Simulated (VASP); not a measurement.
Al3BiO3:

```
Al Bi O
1.0
     3.80200    2.07664    2.22027
    -3.79190    2.16779    2.11418
     0.16797   -8.47468    4.32060
Al Bi O
6 2 6
Direct
  0.45122 0.02610 0.23072
  0.46107 0.99682 0.72219
  0.00802 0.45221 0.22888
  0.02487 0.46351 0.72999
  0.45965 0.43648 0.01155
  0.46652 0.46894 0.51587
  0.85861 0.87286 0.43490
  0.89509 0.90324 0.93741
  0.26721 0.26107 0.32704
  0.26002 0.24437 0.81690
  0.26991 0.66259 0.14303
  0.26850 0.65261 0.63820
  0.64946 0.28520 0.13890
  0.66227 0.27230 0.63946
```

The cell was built by a generator and needn't be a form met in nature.

* Program: VASP 6.6.1
* Task: relaxation of cell and atoms
* Functional: PBE
* Potentials or basis: VASP PAW PBE potentials, release 64 (Al, Bi_d, O)
* Cutoff: 520 eV
* k mesh: 4 × 4 × 2
* Occupations: gaussian, width 0.05 eV
* Spin: no spin polarisation

At the start: pressure 2.7 GPa; volume 14.93 Å³/atom.

Task: Where does the relaxation end?

Result: Over 19 steps the energy falls by 76.9 meV/atom and the volume is 15.08 Å³/atom (+1.0 %); space group R3m (No. 160, to 0.05 Å).

The path:
| step | energy change (eV) | largest force (eV/Å) | pressure (GPa) | volume (Å³) |
| --- | --- | --- | --- | --- |
| 1 | 0.0000 | 3.9302 | 2.72 | 209.03 |
| 2 | -0.6411 | 1.6445 | -1.83 | 216.64 |
| 3 | -0.7930 | 1.2680 | -1.17 | 213.89 |
| 4 | -0.9922 | 0.6514 | -0.14 | 211.50 |
| 5 | -1.0018 | 0.5463 | 0.22 | 210.88 |
| 6 | -1.0524 | 0.3602 | 0.12 | 210.93 |
| 7 | -1.0525 | 0.3653 | 0.12 | 210.93 |
| 8 | -1.0667 | 0.1420 | -0.02 | 211.27 |
| 9 | -1.0672 | 0.1520 | -0.02 | 211.35 |
| 10 | -1.0716 | 0.0828 | -0.04 | 211.38 |
| 11 | -1.0722 | 0.0725 | -0.07 | 211.40 |
| 12 | -1.0741 | 0.0496 | 0.04 | 211.19 |
| 13 | -1.0741 | 0.0537 | 0.06 | 211.18 |
| 14 | -1.0750 | 0.0386 | 0.01 | 211.30 |
| 15 | -1.0752 | 0.0450 | -0.04 | 211.40 |
| 16 | -1.0757 | 0.0367 | -0.05 | 211.36 |
| 17 | -1.0757 | 0.0394 | -0.04 | 211.37 |
| 18 | -1.0757 | 0.0350 | -0.05 | 211.37 |
| 19 | -1.0760 | 0.0253 | 0.01 | 211.18 |

Final structure:
```
Al Bi O
1.0
     3.72362    2.14838    2.19910
    -3.72498    2.14940    2.19972
     0.00143   -8.59328    4.39836
Al Bi O
6 2 6
Direct
  0.46186 0.02233 0.23231
  0.46404 0.02349 0.73280
  0.02214 0.46246 0.23269
  0.02381 0.46352 0.73247
  0.46235 0.46223 0.01252
  0.46381 0.46316 0.51245
  0.86959 0.86965 0.43572
  0.86972 0.86901 0.93610
  0.26794 0.26839 0.32405
  0.26828 0.26783 0.82383
  0.26738 0.64500 0.13512
  0.26952 0.64633 0.63521
  0.64521 0.26685 0.13481
  0.64676 0.26804 0.63496
```
